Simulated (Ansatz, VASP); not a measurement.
**One calculation of GaF, two programs**

File INCAR:

```
PREC     = Accurate       # precision mode
ENCUT    = 520            # plane-wave cutoff, eV
EDIFF    = 1E-6           # SCF threshold, eV
ISMEAR   = -1             # smearing method
SIGMA    = 0.05           # smearing width, eV
LREAL    = False          # projectors in reciprocal space
LASPH    = True           # aspherical terms in the spheres
NELM     = 100            # most SCF steps
ALGO     = Normal         # electronic algorithm
ISIF     = 2              # what is computed and relaxed
LWAVE    = False          # write WAVECAR
LCHARG   = False          # write CHGCAR
GGA      = RE             # functional
```

Contents of KPOINTS:

```
regular mesh
0
Gamma
  9 9 9
```

POSCAR

```
GaF
1.0
    0.0000000000      2.5769602800      2.5769602800
    2.5769602800      0.0000000000      2.5769602800
    2.5769602800      2.5769602800      0.0000000000
Ga F
1 1
Direct
    0.2500000000      0.2500000000      0.2500000000
    0.0000000000      0.0000000000      0.0000000000
```

File KPOINTS_OPT:

```
path GXWKGLUWLK,UX
20
line-mode
reciprocal
 0.0000000000  0.0000000000  0.0000000000  G
 0.5000000000  0.0000000000  0.5000000000  X

 0.5000000000  0.0000000000  0.5000000000  X
 0.5000000000  0.2500000000  0.7500000000  W

 0.5000000000  0.2500000000  0.7500000000  W
 0.3750000000  0.3750000000  0.7500000000  K

 0.3750000000  0.3750000000  0.7500000000  K
 0.0000000000  0.0000000000  0.0000000000  G

 0.0000000000  0.0000000000  0.0000000000  G
 0.5000000000  0.5000000000  0.5000000000  L

 0.5000000000  0.5000000000  0.5000000000  L
 0.6250000000  0.2500000000  0.6250000000  U

 0.6250000000  0.2500000000  0.6250000000  U
 0.5000000000  0.2500000000  0.7500000000  W

 0.5000000000  0.2500000000  0.7500000000  W
 0.5000000000  0.5000000000  0.5000000000  L

 0.5000000000  0.5000000000  0.5000000000  L
 0.3750000000  0.3750000000  0.7500000000  K

 0.6250000000  0.2500000000  0.6250000000  U
 0.5000000000  0.0000000000  0.5000000000  X
```

input.yaml

```yaml
crystal:
  lattice:
    - [0.0, 2.57696028, 2.57696028]
    - [2.57696028, 0.0, 2.57696028]
    - [2.57696028, 2.57696028, 0.0]
  atoms:
    - { symbol: Ga, position: [0.25, 0.25, 0.25] }
    - { symbol: F, position: [0.0, 0.0, 0.0] }
hamiltonian:
  xc: revpbe
  pseudopotentials: { kind: paw }
kpoints:
  mp_grid: { grid: [9, 9, 9] }
  band_path:
    path:
      - [[0.0, 0.0, 0.0], [0.5, 0.0, 0.5], [0.5, 0.25, 0.75], [0.375, 0.375, 0.75], [0.0, 0.0, 0.0], [0.5, 0.5, 0.5], [0.625, 0.25, 0.625], [0.5, 0.25, 0.75], [0.5, 0.5, 0.5], [0.375, 0.375, 0.75]]
      - [[0.625, 0.25, 0.625], [0.5, 0.0, 0.5]]
    npoints: 14
scf:
  occupations: { method: fermi_dirac, width: 0.05 }
  n_extra_bands: 6
output:
  forces: true
  stress: true
  eigenvalues: true
  fatbands: false
  write_density: true
  write_potential: true
  elf: true
  volumetric_format: npy
```

The cell was built by a generator and needn't be a form met in nature.

Alike in both runs: task band structure; functional revPBE; k mesh 9 × 9 × 9; occupations fermi-dirac, width 0.05 eV; no spin polarisation.

|  | VASP | Ansatz |
| --- | --- | --- |
| version | VASP 6.6.1 | Ansatz 0.2.0 |
| potentials or method | VASP PAW PBE potentials, release 64 (Ga_d, F) | Ansatz PAW |
| plane-wave cutoff (eV) | 520 | 420 |
| valence electrons in the cell | 20 | 20 |

Ansatz gave:

```
gap on the k mesh at the Fermi level (eV) : 1.03
least direct gap on the mesh (eV)         : 1.03
gap along the band path (eV)              : 0.80
pressure (GPa)                            : 16.5
```

Estimate VASP's values.

gap on the k mesh at the Fermi level (eV): 1.02; least direct gap on the mesh (eV): 1.02; gap along the band path (eV): 0.80; pressure (GPa): 16.6.

With one functional, cell and mesh, what is left measures potentials, basis and numerics.

Caveats: so large a pressure means that the cell lies far from this level's equilibrium, or that cutoff or potentials fall short; the potentials were made for another functional, which shifts forces and pressure (VASP); the mesh misses the band edges, which the band path finds closer together (VASP); the k mesh misses the band edges, so the gap on the mesh is wider than the one along the path (Ansatz); the pressure holds a Pulay correction of +0.3 GPa for the finite cutoff (Ansatz); the PAW data sets come from PBE, with cores solved anew for the run's functional, which leaves a small shift of forces and pressure (Ansatz).
